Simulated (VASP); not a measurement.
Consider the following.

```yaml
crystal:
  lattice:
    - [0.00000, 3.01410, 3.01410]
    - [3.01410, 0.00000, 3.01410]
    - [3.01410, 3.01410, 0.00000]
  atoms:
    - { symbol: Al, position: [0.25000, 0.25000, 0.25000] }
    - { symbol: Al, position: [0.75000, 0.75000, 0.75000] }
    - { symbol: Pt, position: [0.00000, 0.00000, 0.00000] }
```

Calculation: PBE GGA, VASP's PBE PAW potentials (set 64) (plane waves; VASP). Settings: 400 eV cut-off, 8×8×8 Γ-centred mesh, Fermi-Dirac smearing of 0.010 eV, potentials Al Pt.

Give the stress tensor in GPa (positive for a compressed cell).

```
-5.02   0.00   0.00
 0.00  -5.02   0.00
 0.00   0.00  -5.02
```
The pressure is its mean diagonal, -5.02 GPa.

The compound is PtAl2 in the fluorite structure. The cell was not relaxed at this level. The run is one of a series of settings (ISMEAR = -1, SIGMA = 0.01 against the base run), some of them coarse on purpose.
